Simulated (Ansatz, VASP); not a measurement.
# B2Ru: VASP beside Ansatz, part 3 of 3

One calculation is typed for both programs; each brings its own data sets. How far apart do they land? The cell is taken from a series of runs on this material, whose earlier steps may have relaxed, scaled, displaced or heated it; both programs get it as it stands.

VASP 6.6.1 and Ansatz 0.2.0.

So far: Starting point; Ansatz: zone-centre phonons, PBEsol; VASP: zone-centre phonons, PBEsol.

**3. VASP: zone-centre phonons, PBEsol (continued)**

Level of this step: PBEsol; plane waves and PAW (B, Ru_pv) (VASP).

Numbers of over 12 decimals in the logs are rounded to 6 here.

Parts of OUTCAR (step 3):

```text
ion  position               nearest neighbor table
   1  0.000  0.804  0.363-   2 1.82   4 1.87   4 1.87   5 2.16   6 2.17   6 2.17   5 2.26
   2  0.000  0.196  0.363-   1 1.82   3 1.87   3 1.87   5 2.16   6 2.17   6 2.17   5 2.26
   3  0.500  0.304  0.637-   4 1.82   2 1.87   2 1.87   6 2.16   5 2.17   5 2.17   6 2.26
   4  0.500  0.696  0.637-   3 1.82   1 1.87   1 1.87   6 2.16   5 2.17   5 2.17   6 2.26
   5  0.000  0.000  0.849-   1 2.16   2 2.16   3 2.17   4 2.17   3 2.17   4 2.17   1 2.26   2 2.26
                             6 2.98   6 2.98   6 2.98   6 2.98
   6  0.500  0.500  0.151-   3 2.16   4 2.16   1 2.17   2 2.17   1 2.17   2 2.17   3 2.26   4 2.26
                             5 2.98   5 2.98   5 2.98   5 2.98

  LATTYP: Found a simple orthorhombic cell.
 ALAT       =     2.8518505309
 B/A-ratio  =     1.4105393823
 C/A-ratio  =     1.6216339270

 Subroutine GETGRP returns: Found  8 space group operations
 (whereof  4 operations were pure point group operations)

The static configuration has the point symmetry C_2v.
 The point group associated with its full space group is D_2h.

 Found    245 irreducible k-points:

   k-points           NKPTS =    245   k-points in BZ     NKDIM =    245   number of bands    NBANDS=     26

   dimension x,y,z NGX =    24 NGY =   36 NGZ =   30
   dimension x,y,z NGXF=    48 NGYF=   72 NGZF=   60

   ENCUT  =  500.0 eV  36.75 Ry    6.06 a.u.   5.20  8.43  7.33*2*pi/ulx,y,z

   NELECT =      40.0000    total number of electrons

 k-points in reciprocal lattice and weights: Automatic mesh
   0.00000000  0.00000000  0.00000000       0.001
   0.08333333  0.00000000  0.00000000       0.002
   0.16666667  0.00000000  0.00000000       0.002
   0.25000000  0.00000000  0.00000000       0.002
   0.33333333  0.00000000  0.00000000       0.002
   0.41666667  0.00000000  0.00000000       0.002
   0.50000000  0.00000000  0.00000000       0.001
   0.00000000  0.12500000  0.00000000       0.002
   0.08333333  0.12500000  0.00000000       0.003
[...]
-----------------------------------------------------------------------------------
    total drift:                                0.000000     -0.000000     -0.000000

 Eigenvectors and eigenvalues of the dynamical matrix
 ----------------------------------------------------

   1 f  =   25.200169 THz   158.337332 2PiTHz  840.587157 cm-1   104.219478 meV
             X         Y         Z           dx          dy          dz
      0.000000  3.716128  1.458509    -0.000000    0.470804    0.152820
      0.000000  0.908529  1.458509    -0.000000   -0.470804    0.152820
      1.425925  1.403800  2.564139     0.000000   -0.470804    0.152820
      1.425925  3.220858  2.564139     0.000000    0.470804    0.152820
      0.000000  0.000000  3.414287     0.000000   -0.000000   -0.099901
      1.425925  2.312329  0.608361     0.000000   -0.000000   -0.099901

   2 f  =   21.199851 THz   133.202590 2PiTHz  707.150902 cm-1    87.675498 meV
             X         Y         Z           dx          dy          dz
      0.000000  3.716128  1.458509    -0.000000   -0.310984   -0.389857
      0.000000  0.908529  1.458509    -0.000000    0.310984   -0.389857
      1.425925  1.403800  2.564139    -0.000000   -0.310984    0.389857
      1.425925  3.220858  2.564139    -0.000000    0.310984    0.389857
      0.000000  0.000000  3.414287    -0.000000   -0.000000    0.051005
      1.425925  2.312329  0.608361     0.000000    0.000000   -0.051005

   3 f  =   21.110660 THz   132.642188 2PiTHz  704.175817 cm-1    87.306635 meV
             X         Y         Z           dx          dy          dz
      0.000000  3.716128  1.458509    -0.000000    0.107377    0.487973
      0.000000  0.908529  1.458509    -0.000000    0.107377   -0.487973
      1.425925  1.403800  2.564139     0.000000   -0.107377    0.487973
      1.425925  3.220858  2.564139     0.000000   -0.107377   -0.487973
      0.000000  0.000000  3.414287     0.000000   -0.026560   -0.000000
      1.425925  2.312329  0.608361    -0.000000    0.026560    0.000000

   4 f  =   20.369007 THz   127.982245 2PiTHz  679.436937 cm-1    84.239406 meV
             X         Y         Z           dx          dy          dz
      0.000000  3.716128  1.458509    -0.000000   -0.390477    0.305473
      0.000000  0.908529  1.458509    -0.000000    0.390477    0.305473
      1.425925  1.403800  2.564139     0.000000   -0.390477   -0.305473
      1.425925  3.220858  2.564139     0.000000    0.390477   -0.305473
      0.000000  0.000000  3.414287    -0.000000   -0.000000   -0.091805
      1.425925  2.312329  0.608361     0.000000   -0.000000    0.091805

   5 f  =   20.244837 THz   127.202061 2PiTHz  675.295066 cm-1    83.725880 meV
             X         Y         Z           dx          dy          dz
      0.000000  3.716128  1.458509    -0.498629   -0.000000   -0.000000
      0.000000  0.908529  1.458509    -0.498629   -0.000000    0.000000
      1.425925  1.403800  2.564139     0.498629    0.000000    0.000000
      1.425925  3.220858  2.564139     0.498629    0.000000   -0.000000
      0.000000  0.000000  3.414287    -0.052327    0.000000   -0.000000
      1.425925  2.312329  0.608361     0.052327    0.000000   -0.000000

   6 f  =   19.697930 THz   123.765743 2PiTHz  657.052212 cm-1    81.464055 meV
             X         Y         Z           dx          dy          dz
      0.000000  3.716128  1.458509     0.000000    0.223836    0.434908
      0.000000  0.908529  1.458509    -0.000000    0.223836   -0.434908
      1.425925  1.403800  2.564139     0.000000    0.223836   -0.434908
      1.425925  3.220858  2.564139    -0.000000    0.223836    0.434908
      0.000000  0.000000  3.414287    -0.000000   -0.146643   -0.000000
      1.425925  2.312329  0.608361     0.000000   -0.146643   -0.000000

   7 f  =   19.346081 THz   121.555014 2PiTHz  645.315811 cm-1    80.008927 meV
             X         Y         Z           dx          dy          dz
      0.000000  3.716128  1.458509    -0.500000    0.000000    0.000000
      0.000000  0.908529  1.458509     0.500000    0.000000   -0.000000
      1.425925  1.403800  2.564139    -0.500000    0.000000   -0.000000
      1.425925  3.220858  2.564139     0.500000    0.000000    0.000000
      0.000000  0.000000  3.414287     0.000000   -0.000000    0.000000
      1.425925  2.312329  0.608361    -0.000000    0.000000    0.000000

   8 f  =   17.227982 THz   108.246602 2PiTHz  574.663615 cm-1    71.249176 meV
             X         Y         Z           dx          dy          dz
      0.000000  3.716128  1.458509    -0.000000    0.168357   -0.427240
      0.000000  0.908529  1.458509    -0.000000   -0.168357   -0.427240
      1.425925  1.403800  2.564139    -0.000000   -0.168357   -0.427240
      1.425925  3.220858  2.564139    -0.000000    0.168357   -0.427240
      0.000000  0.000000  3.414287     0.000000   -0.000000    0.279721
      1.425925  2.312329  0.608361     0.000000    0.000000    0.279721

   9 f  =   16.655516 THz   104.649692 2PiTHz  555.568205 cm-1    68.881647 meV
             X         Y         Z           dx          dy          dz
      0.000000  3.716128  1.458509    -0.000000    0.484697   -0.104157
      0.000000  0.908529  1.458509    -0.000000    0.484697    0.104157
      1.425925  1.403800  2.564139     0.000000   -0.484697   -0.104157
      1.425925  3.220858  2.564139     0.000000   -0.484697    0.104157
      0.000000  0.000000  3.414287    -0.000000    0.091867    0.000000
      1.425925  2.312329  0.608361    -0.000000   -0.091867    0.000000

  10 f  =   13.698469 THz    86.070018 2PiTHz  456.931734 cm-1    56.652289 meV
             X         Y         Z           dx          dy          dz
      0.000000  3.716128  1.458509    -0.500000    0.000000   -0.000000
      0.000000  0.908529  1.458509     0.500000    0.000000    0.000000
      1.425925  1.403800  2.564139     0.500000    0.000000    0.000000
      1.425925  3.220858  2.564139    -0.500000    0.000000   -0.000000
      0.000000  0.000000  3.414287     0.000000   -0.000000    0.000000
      1.425925  2.312329  0.608361     0.000000   -0.000000    0.000000

  11 f  =   13.197467 THz    82.922131 2PiTHz  440.220117 cm-1    54.580314 meV
             X         Y         Z           dx          dy          dz
      0.000000  3.716128  1.458509     0.453780    0.000000   -0.000000
      0.000000  0.908529  1.458509     0.453780    0.000000    0.000000
      1.425925  1.403800  2.564139     0.453780    0.000000    0.000000
      1.425925  3.220858  2.564139     0.453780    0.000000   -0.000000
      0.000000  0.000000  3.414287    -0.296930   -0.000000   -0.000000
      1.425925  2.312329  0.608361    -0.296930   -0.000000    0.000000

  12 f  =   12.894018 THz    81.015502 2PiTHz  430.098131 cm-1    53.325348 meV
             X         Y         Z           dx          dy          dz
      0.000000  3.716128  1.458509     0.000000   -0.394622    0.246688
      0.000000  0.908529  1.458509     0.000000   -0.394622   -0.246688
      1.425925  1.403800  2.564139     0.000000   -0.394622   -0.246688
      1.425925  3.220858  2.564139     0.000000   -0.394622    0.246688
      0.000000  0.000000  3.414287    -0.000000    0.258530   -0.000000
      1.425925  2.312329  0.608361    -0.000000    0.258530   -0.000000

  13 f  =    8.443608 THz    53.052753 2PiTHz  281.648444 cm-1    34.919941 meV
             X         Y         Z           dx          dy          dz
      0.000000  3.716128  1.458509    -0.000000    0.028581   -0.068542
      0.000000  0.908529  1.458509    -0.000000   -0.028581   -0.068542
      1.425925  1.403800  2.564139    -0.000000    0.028581    0.068542
      1.425925  3.220858  2.564139    -0.000000   -0.028581    0.068542
      0.000000  0.000000  3.414287     0.000000   -0.000000   -0.699264
      1.425925  2.312329  0.608361    -0.000000   -0.000000    0.699264
    [... 43 further lines ...]
      0.000000  0.000000  3.414287    -0.000000    0.641606   -0.000000
      1.425925  2.312329  0.608361    -0.000000    0.641606   -0.000000

 ELASTIC MODULI CONTR FROM IONIC RELAXATION (kBar)
 Direction    XX          YY          ZZ          XY          YZ          ZX
 --------------------------------------------------------------------------------
 XX        -551.5052    203.7453    156.3879      0.0000     -0.0000     -0.0000
 YY         203.7453   -265.3161   -329.9124     -0.0000      0.0000      0.0000
 ZZ         156.3879   -329.9124   -586.1182     -0.0000      0.0000      0.0000
 XY           0.0000     -0.0000     -0.0000   -258.9381      0.0000     -0.0000
 YZ          -0.0000      0.0000      0.0000      0.0000   -606.9856     -0.0000
 ZX          -0.0000      0.0000      0.0000     -0.0000     -0.0000  -1014.0035
 --------------------------------------------------------------------------------
```

**4. Side by side**

Known differences besides the potentials themselves: the data sets hold 44 valence electrons in Ansatz (on its PAW soft_1 files) and 40 in VASP; the cutoff is 420 eV in Ansatz and 500 eV in VASP; Ansatz makes its cores anew for this functional, VASP keeps those of its PBE data sets. Total energies have different zeros and are not compared.

The two programs side by side:

```tsv
quantity	Ansatz	VASP	difference
optical mode 1 (cm⁻¹)	136.3	136.9	-0.42 %
optical mode 2 (cm⁻¹)	214.5	219.5	-2.29 %
optical mode 3 (cm⁻¹)	281.1	281.6	-0.20 %
optical mode 4 (cm⁻¹)	429.8	430.1	-0.08 %
optical mode 5 (cm⁻¹)	438.8	440.2	-0.32 %
optical mode 6 (cm⁻¹)	456.0	456.9	-0.20 %
optical mode 7 (cm⁻¹)	554.6	555.6	-0.18 %
optical mode 8 (cm⁻¹)	573.5	574.7	-0.20 %
optical mode 9 (cm⁻¹)	642.8	645.3	-0.40 %
optical mode 10 (cm⁻¹)	655.1	657.1	-0.30 %
optical mode 11 (cm⁻¹)	672.2	675.3	-0.45 %
optical mode 12 (cm⁻¹)	677.2	679.4	-0.33 %
optical mode 13 (cm⁻¹)	701.6	704.2	-0.36 %
optical mode 14 (cm⁻¹)	703.9	707.2	-0.46 %
optical mode 15 (cm⁻¹)	835.4	840.6	-0.62 %
```

Modes are paired by rising frequency, not by their patterns, so a pair may set unlike modes beside each other; they are those without the splitting of longitudinal modes.

**5. What came out**

| Quantity | Value |
| --- | --- |
| r.m.s. difference of the optical zone-centre modes, each program's sorted by frequency (zone-centre phonons, PBEsol) | 2.6 cm⁻¹ |
| difference in optical mode 2 (zone-centre phonons, PBEsol) | -2.3 % |

In words: The r.m.s. difference of the optical zone-centre modes, each program's sorted by frequency is 2.6 cm⁻¹ (zone-centre phonons, PBEsol). The data sets hold unlike numbers of valence electrons (44 in Ansatz and 40 in VASP), so part of the differences comes from the potentials. Among the rows given in per cent, the largest difference of the zone-centre phonons, PBEsol pair is in optical mode 2, -2.3 %. Such differences can come from data sets, numerical settings and the points named under the comparisons, not from the functional's error against experiment.

[Lines on the potential files, build, host, timing and source positions are cut from VASP's logs without a mark.]

[Logs are printed without paths, hosts, clocks, repeated set-up lines and the standing remarks that a program may print on its own settings, such as how far it seeks lower states.]

[Hosts, paths, dates, database ids (printed as entryN), source tags and the programs' standing remarks are cut or masked in the printed files.]
